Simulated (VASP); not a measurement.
Consider the following.

```
CELL_PARAMETERS angstrom
      2.82975     0.00000     0.00000
     -1.41487     2.45063     0.00000
      0.00000     0.00000     4.59660
ATOMIC_POSITIONS crystal
  Al 0.66667 0.33333 0.75000
  Al 0.33333 0.66667 0.25000
```

Level of theory: r2SCAN meta-GGA, VASP's PBE PAW potentials (set 64) (plane waves; VASP). Settings: 400 eV cut-off, 17×17×9 Γ-centred mesh, tetrahedra with Blöchl corrections, potentials Al.

Question: Give the energies of bands 1 to 6 at the high-symmetry points, in eV from the Fermi level.

Answer: 
```csv
band,Γ,M,K,A,L,H
1,-12.13,-5.76,-3.72,-10.29,-4.40,-2.69
2,-5.15,-5.74,-3.72,-10.29,-4.40,-2.69
3,-4.56,0.57,-3.65,3.81,-3.44,-1.90
4,11.50,1.36,2.56,3.81,-3.44,-1.90
5,11.50,1.38,2.56,12.64,7.65,-0.86
6,11.73,2.06,2.76,12.64,7.65,-0.86
```

It has no gap at this level: it comes out as a metal or semimetal.

The structure comes from a computed database's Al entry (P6_3/mmc); how it stands against other phases isn't given here. It was relaxed first.
